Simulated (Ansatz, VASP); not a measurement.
# Ga2O3 (Ga2O3 (C2/m)): VASP beside Ansatz, part 2 of 3

Aim: how closely do two programs agree when they are given the same cell, functional and k mesh? Of the first pair: The structure shown is the start of the Ansatz relaxation below; VASP solves that cell, so the two are compared at the walk's first step.

VASP 6.6.1 and Ansatz 0.2.0.

So far: The starting structure; Ansatz: relaxation, HSE06.

**3. VASP: single point, HSE06, start cell, pair 1**

Level of this step: HSE06; plane waves and PAW (Ga_d, O) (VASP).

The same cell, functional and mesh now go to VASP, with its own data sets.

Lines of VASP's logs that name or quote its potential files are left out, and so is its time.

The run reads the wave functions of an earlier VASP run, which isn't shown here.

Input file INCAR:

```
SYSTEM = Ga2O3
PREC = Accurate
ENCUT = 520
EDIFF = 1E-06
NELM = 100
ISMEAR = 0
SIGMA = 0.01
LREAL = Auto
ALGO = Normal
LHFCALC = .TRUE.
AEXX = 0.25
GGA = PE
HFSCREEN = 0.208
LASPH = .TRUE.
NBANDS = 306
PRECFOCK = Fast
LORBIT = 11
LWAVE = .FALSE.
LCHARG = .FALSE.
ISIF = 2
```

Input file POSCAR:

```
Ga2O3
1.0
   12.2531908300      0.0000000000     -0.0052300900
    0.0000000000      9.1168828800      0.0000000000
   -1.3834622900      0.0000000000      5.6409524200
Ga O
24 36
Direct
    0.3412451370      0.0000000000      0.6854843748
    0.8412904709      0.1666139644      0.6855934489
    0.1587372440      0.1666139644      0.3144558007
    0.6586809404      0.0000000000      0.3143875056
    0.4095090762      0.1666139644      0.2051323399
    0.9094727901      0.0000000000      0.2052413384
    0.0905549247      0.0000000000      0.7948079113
    0.5904986211      0.1666139644      0.7947396161
    0.3412451370      0.3333376155      0.6854843748
    0.8412904709      0.4999515799      0.6855934489
    0.1587372440      0.4999515799      0.3144558007
    0.6586809404      0.3333376155      0.3143875056
    0.4095090762      0.4999515799      0.2051323399
    0.9094727901      0.3333376155      0.2052413384
    0.0905549247      0.3333376155      0.7948079113
    0.5904986211      0.4999515799      0.7947396161
    0.3412451370      0.6666752310      0.6854843748
    0.8412904709      0.8332891954      0.6855934489
    0.1587372440      0.8332891954      0.3144558007
    0.6586809404      0.6666752310      0.3143875056
    0.4095090762      0.8332891954      0.2051323399
    0.9094727901      0.6666752310      0.2052413384
    0.0905549247      0.6666752310      0.7948079113
    0.5904986211      0.8332891954      0.7947396161
    0.0037612849      0.1666139644      0.7438495062
    0.5037049813      0.0000000000      0.7437812110
    0.4962411136      0.0000000000      0.2562679629
    0.9962664300      0.1666139644      0.2561997435
    0.3266693739      0.1666139644      0.4363994459
    0.8266330879      0.0000000000      0.4365084443
    0.1733130070      0.0000000000      0.5635407296
    0.6733383234      0.1666139644      0.5634725102
    0.1642055072      0.0000000000      0.1091763879
    0.6641492037      0.1666139644      0.1091080928
    0.3357968912      0.1666139644      0.8909410812
    0.8358222076      0.0000000000      0.8908728617
    0.0037612849      0.4999515799      0.7438495062
    0.5037049813      0.3333376155      0.7437812110
    0.4962411136      0.3333376155      0.2562679629
    0.9962664300      0.4999515799      0.2561997435
    0.3266693739      0.4999515799      0.4363994459
    0.8266330879      0.3333376155      0.4365084443
    0.1733130070      0.3333376155      0.5635407296
    0.6733383234      0.4999515799      0.5634725102
    0.1642055072      0.3333376155      0.1091763879
    0.6641492037      0.4999515799      0.1091080928
    0.3357968912      0.4999515799      0.8909410812
    0.8358222076      0.3333376155      0.8908728617
    0.0037612849      0.8332891954      0.7438495062
    0.5037049813      0.6666752310      0.7437812110
    0.4962411136      0.6666752310      0.2562679629
    0.9962664300      0.8332891954      0.2561997435
    0.3266693739      0.8332891954      0.4363994459
    0.8266330879      0.6666752310      0.4365084443
    0.1733130070      0.6666752310      0.5635407296
    0.6733383234      0.8332891954      0.5634725102
    0.1642055072      0.6666752310      0.1091763879
    0.6641492037      0.8332891954      0.1091080928
    0.3357968912      0.8332891954      0.8909410812
    0.8358222076      0.6666752310      0.8908728617
```

Input file KPOINTS:

```
Automatic mesh
0
Gamma
1 1 2
0 0 0
```

Potentials, in the order of the species: Ga_d and O (PBE family, release 64).

On the command line:

```sh
> export OMP_NUM_THREADS=3
> mpirun -np 1 vasp_std
```

Numbers of over 12 decimals in the logs are rounded to 6 here.

The log of the run:

```text
[banner, memory and clock lines left out]
running    1 mpi-ranks, on    1 nodes
[...]
Offloading initialized ...    1 GPUs detected
[...]
LDA part: xc-table for (Slater+PW92), standard interpolation
 found WAVECAR, reading the header
 POSCAR, INCAR and KPOINTS ok, starting setup
[...]
reading WAVECAR
 the WAVECAR file was read successfully
 initial charge from wavefunction
 entering main loop
       N       E                     dE             d eps       ncg     rms          rms(c)
DAV:   1    -0.450072656135E+03   -0.45007E+03   -0.16028E+01  1696   0.279E+01    0.276E+00
DAV:   2    -0.450321740736E+03   -0.24908E+00   -0.35705E+00  1576   0.724E+00    0.189E+00
DAV:   3    -0.450309644119E+03    0.12097E-01   -0.54511E-01  1664   0.224E+00    0.128E+00
DAV:   4    -0.450294238126E+03    0.15406E-01   -0.51893E-02  1568   0.742E-01    0.788E-01
[...]
DAV:  12    -0.450285450999E+03    0.26158E-05   -0.55886E-06  1128   0.193E-02    0.103E-02
DAV:  13    -0.450285449955E+03    0.10444E-05   -0.32547E-06   952   0.112E-02    0.608E-03
DAV:  14    -0.450285449539E+03    0.41597E-06   -0.16992E-06   720   0.896E-03
   1 F= -.45028545E+03 E0= -.45028545E+03  d E =-.425085E-16
```

Parts of OUTCAR (step 3):

```text
  Total        1.4820487      5.6340621      2.5401231     -0.0000418     -0.0000781     -0.3976925
  in kB        3.7685172     14.3261556      6.4589631     -0.0001064     -0.0001987     -1.0112428
  external PRESSURE =       8.1845453 kB  Pullay stress =       0.0000000 kB

 POSITION                                       TOTAL-FORCE (eV/Angst)
 -----------------------------------------------------------------------------------
      3.23300      0.00000      3.86500        -0.000133     -0.003934      0.037481
      9.36000      1.51900      3.86300        -0.003828      0.002772      0.031477
      1.51000      1.51900      1.77300         0.000821      0.002330     -0.038630
      7.63600      0.00000      1.77000         0.008694     -0.003948     -0.027656
      4.73400      1.51900      1.15500         0.003918      0.004502     -0.011483
     10.86000      0.00000      1.15300         0.013919     -0.007248     -0.014399
      0.01000      0.00000      4.48300        -0.021088     -0.007251      0.021605
      6.13600      1.51900      4.48000        -0.010175      0.004620      0.017265
      3.23300      3.03900      3.86500        -0.000867     -0.001681      0.038148
      9.36000      4.55800      3.86300        -0.003127      0.005118      0.030684
      1.51000      4.55800      1.77300         0.000167      0.004970     -0.038259
      7.63600      3.03900      1.77000         0.008194     -0.001982     -0.028899
      4.73400      4.55800      1.15500         0.006603      0.008834     -0.008705
     10.86000      3.03900      1.15300         0.012573     -0.003912     -0.018036
[...]
-----------------------------------------------------------------------------------
    total drift:                               -0.001356     -0.002084     -0.000153

  FREE ENERGIE OF THE ION-ELECTRON SYSTEM (eV)
  ---------------------------------------------------
  free  energy   TOTEN  =      -450.2854495389 eV

  energy  without entropy=     -450.2854495389  energy(sigma->0) =     -450.28544954

[... 2 further parts left out ...]
```

The run ends at a pressure of 0.82 GPa, with forces up to 0.083 eV/Å.

**4. Comparison**

Known differences besides the potentials themselves: exact exchange at q = 0 is treated differently, which shows on coarse meshes; VASP keeps PBE cores, Ansatz makes them for the functional; fixed occupations in Ansatz, narrow Gaussian smearing in VASP; the cutoff is 420 eV in Ansatz and 520 eV in VASP (PREC = Accurate, projectors in real space); VASP takes a coarser grid for exact exchange (PRECFOCK = Fast). Total energies have different zeros and are not compared.

Forces on 8 of the 60 atoms, those with the largest forces and the largest differences (eV/Å; atoms numbered as in POSCAR):

```csv
atom,"Ansatz x, y, z","VASP x, y, z"
O32,"0.015, 0.000, 0.040","-0.016, 0.007, 0.063"
O33,"-0.067, 0.000, -0.021","-0.059, -0.005, -0.058"
O34,"-0.067, 0.000, -0.021","-0.058, 0.010, -0.055"
O36,"0.067, 0.000, 0.021","0.057, -0.005, 0.058"
O45,"-0.067, 0.000, -0.021","-0.059, -0.010, -0.053"
O46,"-0.067, 0.000, -0.021","-0.058, 0.006, -0.058"
O57,"-0.067, 0.000, -0.021","-0.059, -0.001, -0.054"
O58,"-0.067, 0.000, -0.021","-0.058, 0.000, -0.055"
```

The forces differ by 14 meV/Å r.m.s., which is 46.1 % of the r.m.s. force of 0.031 eV/Å (both taken over all components).

**5. Ansatz: relaxation, HSE06**

This run makes the geometry at which the two programs are then compared.

The structure compared here is the end of the Ansatz relaxation.

Input file input.yaml:

```yaml
crystal:
  lattice:
    - [12.25319083, 0.0, -0.00523009]
    - [0.0, 9.11688288, 0.0]
    - [-1.38346229, 0.0, 5.64095242]
  atoms:
    - { symbol: Ga, position: [0.341291, 0.0, 0.685546] }
    - { symbol: Ga, position: [0.841291, 0.1666666666667, 0.685546] }
    - { symbol: Ga, position: [0.158709, 0.1666666666667, 0.314454] }
    - { symbol: Ga, position: [0.658709, 0.0, 0.314454] }
    - { symbol: Ga, position: [0.409476, 0.1666666666667, 0.205193] }
    - { symbol: Ga, position: [0.909476, 0.0, 0.205193] }
    - { symbol: Ga, position: [0.090524, 0.0, 0.794807] }
    - { symbol: Ga, position: [0.590524, 0.1666666666667, 0.794807] }
    - { symbol: O, position: [0.003746, 0.1666666666667, 0.743804] }
    - { symbol: O, position: [0.503746, 0.0, 0.743804] }
    - { symbol: O, position: [0.496254, 0.0, 0.256196] }
    - { symbol: O, position: [0.996254, 0.1666666666667, 0.256196] }
    - { symbol: O, position: [0.326669, 0.1666666666667, 0.436476] }
    - { symbol: O, position: [0.826669, 0.0, 0.436476] }
    - { symbol: O, position: [0.173331, 0.0, 0.563524] }
    - { symbol: O, position: [0.673331, 0.1666666666667, 0.563524] }
    - { symbol: O, position: [0.16419, 0.0, 0.109118] }
    - { symbol: O, position: [0.66419, 0.1666666666667, 0.109118] }
    - { symbol: O, position: [0.33581, 0.1666666666667, 0.890882] }
    - { symbol: O, position: [0.83581, 0.0, 0.890882] }
    - { symbol: Ga, position: [0.341291, 0.3333333333333, 0.685546] }
    - { symbol: Ga, position: [0.841291, 0.5, 0.685546] }
    - { symbol: Ga, position: [0.158709, 0.5, 0.314454] }
    - { symbol: Ga, position: [0.658709, 0.3333333333333, 0.314454] }
    - { symbol: Ga, position: [0.409476, 0.5, 0.205193] }
    - { symbol: Ga, position: [0.909476, 0.3333333333333, 0.205193] }
    - { symbol: Ga, position: [0.090524, 0.3333333333333, 0.794807] }
    - { symbol: Ga, position: [0.590524, 0.5, 0.794807] }
    - { symbol: O, position: [0.003746, 0.5, 0.743804] }
    - { symbol: O, position: [0.503746, 0.3333333333333, 0.743804] }
    - { symbol: O, position: [0.496254, 0.3333333333333, 0.256196] }
    - { symbol: O, position: [0.996254, 0.5, 0.256196] }
    - { symbol: O, position: [0.326669, 0.5, 0.436476] }
    - { symbol: O, position: [0.826669, 0.3333333333333, 0.436476] }
    - { symbol: O, position: [0.173331, 0.3333333333333, 0.563524] }
    - { symbol: O, position: [0.673331, 0.5, 0.563524] }
    - { symbol: O, position: [0.16419, 0.3333333333333, 0.109118] }
    - { symbol: O, position: [0.66419, 0.5, 0.109118] }
    - { symbol: O, position: [0.33581, 0.5, 0.890882] }
    - { symbol: O, position: [0.83581, 0.3333333333333, 0.890882] }
    - { symbol: Ga, position: [0.341291, 0.6666666666667, 0.685546] }
    - { symbol: Ga, position: [0.841291, 0.8333333333333, 0.685546] }
    - { symbol: Ga, position: [0.158709, 0.8333333333333, 0.314454] }
    - { symbol: Ga, position: [0.658709, 0.6666666666667, 0.314454] }
    - { symbol: Ga, position: [0.409476, 0.8333333333333, 0.205193] }
    - { symbol: Ga, position: [0.909476, 0.6666666666667, 0.205193] }
    - { symbol: Ga, position: [0.090524, 0.6666666666667, 0.794807] }
    - { symbol: Ga, position: [0.590524, 0.8333333333333, 0.794807] }
    - { symbol: O, position: [0.003746, 0.8333333333333, 0.743804] }
    - { symbol: O, position: [0.503746, 0.6666666666667, 0.743804] }
    - { symbol: O, position: [0.496254, 0.6666666666667, 0.256196] }
    - { symbol: O, position: [0.996254, 0.8333333333333, 0.256196] }
    - { symbol: O, position: [0.326669, 0.8333333333333, 0.436476] }
    - { symbol: O, position: [0.826669, 0.6666666666667, 0.436476] }
    - { symbol: O, position: [0.173331, 0.6666666666667, 0.563524] }
    - { symbol: O, position: [0.673331, 0.8333333333333, 0.563524] }
    - { symbol: O, position: [0.16419, 0.6666666666667, 0.109118] }
    - { symbol: O, position: [0.66419, 0.8333333333333, 0.109118] }
    - { symbol: O, position: [0.33581, 0.8333333333333, 0.890882] }
    - { symbol: O, position: [0.83581, 0.6666666666667, 0.890882] }
basis:
  ecutwfc: 420.0
  ecutrho_ratio: 4
  xc_grid: 2
  fft_grid_basis: typed
  precision: f64
kpoints:
  mp_grid: { grid: [1, 1, 2] }
hamiltonian:
  xc: hse06
  pseudopotentials:
    kind: paw
    azcp: { folder: soft_1, O: "soft_1/O.paw.azcp", Ga: "soft_1/Ga.paw.azcp" }
scf:
  max_iter: 60
  occupations: { method: fixed }
relax:
  f_tol: 0.03
  max_steps: 40
  escape_saddle: false
output:
  forces: true
checkpoint:
  write: "../host.hrelax.run"
  compress: false
  write_wavefunctions: true
  write_every: 100000
```

On the command line:

```sh
> ansatz run input.yaml --threads 32 --pin off --max-ram 84787MiB --backend cuda --events-out ev --progress --plain --runs-dir out --max-vram 78GiB
```

The log of the run:

```text
[...]
Crystal: 60 atoms, lattice volume = 630.090 Å³
Basis set: ecut = 420 eV, 12345 PW (Γ), exchange–correlation on 180×128×80 points (8 copies of the dense FFT grid, shifted against one another)
Bands: 324, of which v1, the nominal top of the filled ones, is band 264 counted from 1 (263 counted from 0)
Symmetry: 24 space group operations
[...]
k-points: 2
[...]
--- Relaxed structure (2 steps of the walk, 2 accepted, 0 SCFs on fresh bases) ---
  F+E_penalty+E_count = -111248.00934219 eV   max|allowed force component| = 2.874e-2 eV/Å
  atoms:
    - { symbol: Ga, position: [0.341491, 0, 0.685240] }
    - { symbol: Ga, position: [0.841491, 0.166667, 0.685240] }
    - { symbol: Ga, position: [0.158509, 0.166667, 0.314760] }
    - { symbol: Ga, position: [0.658509, 0, 0.314760] }
    - { symbol: Ga, position: [0.409467, 0.166667, 0.205145] }
    - { symbol: Ga, position: [0.909467, 0, 0.205145] }
  [... 54 more lines of this table ...]
[key lines of the parts left out:]
Free energy (F): -111248.009342 eV
Fermi energy:    6.814485 eV
```

(Part 2 of 3 ends here.)

[Lines on the potential files, build, host, timing and source positions are cut from VASP's logs without a mark.]

[Logs are printed without paths, hosts, clocks, repeated set-up lines and the standing remarks that a program may print on its own settings, such as how far it seeks lower states.]

[Hosts, paths, dates, database ids (printed as entryN), source tags and the programs' standing remarks are cut or masked in the printed files.]
